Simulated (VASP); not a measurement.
Calculation: PBEsol GGA, VASP's PBE PAW potentials (set 64) (plane waves; VASP).

The input files of a VASP run:

KPOINTS:
```
k-points along high-symmetry lines
15
Line-mode
Reciprocal
  0.000000   0.000000   0.000000 ! GAMMA
  0.500000   0.000000   0.500000 ! X

  0.500000   0.000000   0.500000 ! X
  0.625000   0.250000   0.625000 ! U

  0.375000   0.375000   0.750000 ! K
  0.000000   0.000000   0.000000 ! GAMMA

  0.000000   0.000000   0.000000 ! GAMMA
  0.500000   0.500000   0.500000 ! L

  0.500000   0.500000   0.500000 ! L
  0.500000   0.250000   0.750000 ! W

  0.500000   0.250000   0.750000 ! W
  0.500000   0.000000   0.500000 ! X
```

**POSCAR**
```
Sc
1
    0.0000000000     2.2764952228     2.2764952228
    2.2764952228     0.0000000000     2.2764952228
    2.2764952228     2.2764952228     0.0000000000
Sc
1
Direct
  0.0000000000   0.0000000000   0.0000000000
```

**INCAR**
```
! general
SYSTEM  = Sc
PREC    = Accurate
ENCUT   = 400   ! plane-wave cut-off (eV)
LREAL   = .FALSE.   ! projection in real space or not
LASPH   = .TRUE.   ! aspherical one-centre terms
ICHARG  = 11   ! fixed density

! electronic loop
EDIFF   = 1E-7
NELM    = 100
ALGO    = Normal   ! blocked Davidson
LMAXMIX = 4

! smearing
ISMEAR  = 0   ! Gaussian
SIGMA   = 0.05   ! width (eV)

! functional
GGA     = PS   ! PBEsol

! output
LWAVE   = .FALSE.
LCHARG  = .FALSE.
LORBIT  = 11   ! lm-projected
```

POTCAR, in this order: Sc_sv (PBE.64 set). Program: vasp_std. Read from the step before: CHGCAR.

Problem. What will the output report for the number of irreducible k-points (NKPTS), number of bands (NBANDS), largest plane-wave count, number of space-group operations, FFT grid (NGX, NGY, NGZ)?

Solution. 
```yaml
number of irreducible k-points (NKPTS): 90
number of bands (NBANDS): 9
largest_plane_wave_count: 444
number_of_space_group_operations: 48
FFT grid (NGX, NGY, NGZ): 24 × 24 × 24
```

The structure was generated: Sc was put into the fcc type (Fm-3m), which need not be its known phase. It was relaxed first, which changed the volume by -6 %.
